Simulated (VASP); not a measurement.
Input:

```yaml
crystal:
  lattice:
    - [3.12654, 0.00000, 0.00000]
    - [0.00000, 3.12654, 0.00000]
    - [0.00000, 0.00000, 3.12654]
  atoms:
    - { symbol: Zn, position: [0.50000, 0.50000, 0.50000] }
    - { symbol: Au, position: [0.00000, 0.00000, 0.00000] }
```

Method: revTPSS meta-GGA, VASP's PBE PAW potentials (set 64) (plane waves; VASP). Settings: 520 eV cut-off, 12×12×12 Γ-centred mesh, first-order Methfessel-Paxton smearing of 0.10 eV, potentials Zn Au.

### Question
Give the energy at these volumes per atom, relative to the lowest: 14.25, 14.71, 15.16, 15.62, 16.07 Å³.

### Answer
36.2, 10.3, 0.0, 2.8, 16.4 meV/atom. A third-order Birch-Murnaghan fit gives B0 = 146 GPa and B0′ = 5.3.

Measured: bulk modulus 131 GPa (computed value off by +11.6 %), as given by Niraj K. Nepal et al., Physical Review B (2020), arXiv:2007.11150. The calculation is for a static lattice, while the measured bulk modulus holds thermal and zero-point effects, which are part of the difference.

The compound is AuZn in the CsCl type structure. It was relaxed first.
